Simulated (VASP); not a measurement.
The input files of a VASP run:

File KPOINTS:
```
kpoints
0
G
7 7 7
```

File POSCAR:
```
ZrO2
1
    0.0000000000     2.5336762499     2.5336762499
    2.5336762499    -0.0000000000     2.5336762499
    2.5336762499     2.5336762499     0.0000000000
Zr O
1 2
Direct
  0.0000000000   0.0000000000   0.0000000000
  0.2500000000   0.2500000000   0.2500000000
  0.7500000000   0.7500000000   0.7500000000
```

INCAR:
```
ALGO = Normal
EDIFF = 1E-6
EDIFFG = -0.02
ENCUT = 520
IBRION = 2
ISIF = 3
ISMEAR = 0
LASPH = T
LCHARG = F
LMAXMIX = 4
LMIXTAU = T
LREAL = F
LWAVE = F
METAGGA = R2SCAN
NELM = 100
NSW = 60
PREC = Accurate
SIGMA = 0.05
SYSTEM = ZrO2
```

POTCAR, in this order: Zr_sv O (PBE.64 set). Program: vasp_std.

### Question
Translate this r2SCAN calculation to Ansatz.

### Answer
One equivalent input (not run):
Ansatz 0.2 input:
```yaml
crystal:
  lattice:
    - [0.0000000, 2.5336762, 2.5336762]
    - [2.5336762, 0.0000000, 2.5336762]
    - [2.5336762, 2.5336762, 0.0000000]
  atoms:
    - { symbol: Zr, position: [0.0000000, 0.0000000, 0.0000000] }
    - { symbol: O, position: [0.2500000, 0.2500000, 0.2500000] }
    - { symbol: O, position: [0.7500000, 0.7500000, 0.7500000] }
kpoints:
  mp_grid: { grid: [7, 7, 7] }
hamiltonian:
  xc: r2scan
  pseudopotentials: { kind: paw }
scf:
  occupations: { method: gaussian, width: 0.05 }
  max_iter: 100
relax:
  max_steps: 60
  f_tol: 0.02
  cell: {}
output: { forces: true, stress: true, eigenvalues: true }
```
What does not carry over: each code has its own PAW files, so the cut-off isn't converted (ENCUT is set for VASP's; basis.ecutwfc is left out, and Ansatz then takes the one that its files recommend); Ansatz stops its SCF on the density residual and VASP on the energy change (EDIFF).

The compound is ZrO2 in the fluorite structure, the high-temperature cubic form, which is unstable at 0 K; the monoclinic form is the stable one. This run relaxes it. Symmetry was kept, so distortions that lower it aren't found. The start is the result of an earlier pass.
